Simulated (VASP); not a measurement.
VASP ran on this input.

### POSCAR
```
Ti
1
    1.5045000000    -2.6058700000     0.0000000000
    1.5045000000     2.6058700000     0.0000000000
    0.0000000000     0.0000000000     4.7736000000
Ti
2
Direct
  0.3333330000   0.6666670000   0.2500000000
  0.6666670000   0.3333330000   0.7500000000
```

### KPOINTS
```
Automatic
0
gamma
  13 13 7
```

INCAR:
```
ALGO = Damped
EDIFF = 1E-6
ENCUT = 400
GGA = PE
ISIF = 2
ISMEAR = 1
LASPH = .True.
LCHARG = .False.
LMAXMIX = 4
LREAL = .False.
LWAVE = .False.
NELM = 100
PREC = Accurate
SIGMA = 0.1
SYSTEM = Ti
```

POTCAR, in this order: Ti_sv (PBE.64 set). Program: vasp_std.

Task: Translate this PBE calculation to Quantum ESPRESSO's pw.x.

Result: One equivalent input (not run):
```
&CONTROL
  calculation = 'scf'
  pseudo_dir = './pseudo'
  outdir = './out'
  tprnfor = .true.
  tstress = .true.
/
&SYSTEM
  ibrav = 0
  nat = 2
  ntyp = 1
  ecutwfc = 84
  occupations = 'smearing'
  smearing = 'methfessel-paxton'
  degauss = 0.00735
  input_dft = 'pbe'
/
&ELECTRONS
  conv_thr = 7.3e-08
  electron_maxstep = 100
/
ATOMIC_SPECIES
  Ti 47.867 Ti.upf
CELL_PARAMETERS angstrom
     1.5045000   -2.6058700    0.0000000
     1.5045000    2.6058700    0.0000000
     0.0000000    0.0000000    4.7736000
ATOMIC_POSITIONS crystal
  Ti   0.3333330  0.6666670  0.2500000
  Ti   0.6666670  0.3333330  0.7500000
K_POINTS automatic
  13 13 7 0 0 0
```
What does not carry over: the potentials are each code's own (VASP's PAW set, PseudoDojo norm-conserving files in pw.x), so ENCUT and ecutwfc are chosen apart and not converted; conv_thr bounds pw.x's estimated SCF error, while EDIFF bounds the energy change between steps.

The compound is Ti in the hcp structure. The cell was not relaxed at this level. The run is one of a series of settings (ALGO = Damped against the base run), some of them coarse on purpose.
